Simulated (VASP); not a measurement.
VASP ran on this input.

### POSCAR
```
Ni3(PbSe)2
1
    2.7521830000     1.5889740000     4.6667600000
   -2.7521830000     1.5889740000     4.6667600000
    0.0000000000    -3.1779470000     4.6667600000
Ni Se Pb
3 2 2
Direct
  0.0000000000   0.0000000000   0.5000000000
  0.5000000000   0.0000000000   0.0000000000
  0.0000000000   0.5000000000   0.0000000000
  0.2809000000   0.2809000000   0.2809000000
  0.7191000000   0.7191000000   0.7191000000
  0.5000000000   0.5000000000   0.5000000000
  0.0000000000   0.0000000000   0.0000000000
```

File KPOINTS:
```
Automatic mesh
0
Gamma
3 3 3
0 0 0
```

INCAR:
```
# general
SYSTEM  = Ni3(PbSe)2
PREC    = Accurate
ENCUT   = 300   # plane-wave cut-off (eV)
LREAL   = F   # projection in real space or not
LASPH   = T   # aspherical one-centre terms

# electronic loop
EDIFF   = 1E-6   # SCF stop (eV)
NELM    = 100   # most electronic steps
ALGO    = Normal
LMAXMIX = 4

# smearing
ISMEAR  = 0
SIGMA   = 0.1   # width (eV)

# spin
ISPIN   = 2   # spin-polarised
MAGMOM  = 2.0 2.0 2.0 0.0 0.0 0.0 0.0

# ions
ISIF    = 2

# output
LWAVE   = F
LCHARG  = F
LORBIT  = 11   # lm-projected
```

POTCAR, in this order: Ni Se Pb_d (LDA.64 set). Program: vasp_std.

### Question
Write an equivalent input for Quantum ESPRESSO's pw.x.

### Answer
One equivalent input (not run):
```
&CONTROL
  calculation = 'scf'
  pseudo_dir = './pseudo'
  outdir = './out'
  tprnfor = .true.
  tstress = .true.
/
&SYSTEM
  ibrav = 0
  nat = 7
  ntyp = 3
  ecutwfc = 98
  occupations = 'smearing'
  smearing = 'gaussian'
  degauss = 0.00735
  input_dft = 'pz'
  nspin = 2
  starting_magnetization(1) = 0.2
/
&ELECTRONS
  conv_thr = 7.3e-08
  electron_maxstep = 100
/
ATOMIC_SPECIES
  Ni 58.693 Ni.upf
  Se 78.971 Se.upf
  Pb 207.200 Pb.upf
CELL_PARAMETERS angstrom
     2.7521830    1.5889740    4.6667600
    -2.7521830    1.5889740    4.6667600
     0.0000000   -3.1779470    4.6667600
ATOMIC_POSITIONS crystal
  Ni   0.0000000  0.0000000  0.5000000
  Ni   0.5000000  0.0000000  0.0000000
  Ni   0.0000000  0.5000000  0.0000000
  Se   0.2809000  0.2809000  0.2809000
  Se   0.7191000  0.7191000  0.7191000
  Pb   0.5000000  0.5000000  0.5000000
  Pb   0.0000000  0.0000000  0.0000000
K_POINTS automatic
  3 3 3 0 0 0
```
Limits of the translation: the potentials are each code's own (VASP's PAW set, PseudoDojo norm-conserving files in pw.x), so ENCUT and ecutwfc are chosen apart and not converted; conv_thr bounds pw.x's estimated SCF error, while EDIFF bounds the energy change between steps; starting_magnetization is a fraction of the valence charge and MAGMOM a moment in μB, so they match only roughly.

The structure comes from a measured Ni3Pb2Se2 entry of the Crystallography Open Database, whose conditions weren't checked. The cell was not relaxed at this level, and its volume differs by -5.9 % from the start's. The k-mesh is coarse (spacing up to 0.46 per Å, 2π included), so the numbers may not be converged in it.
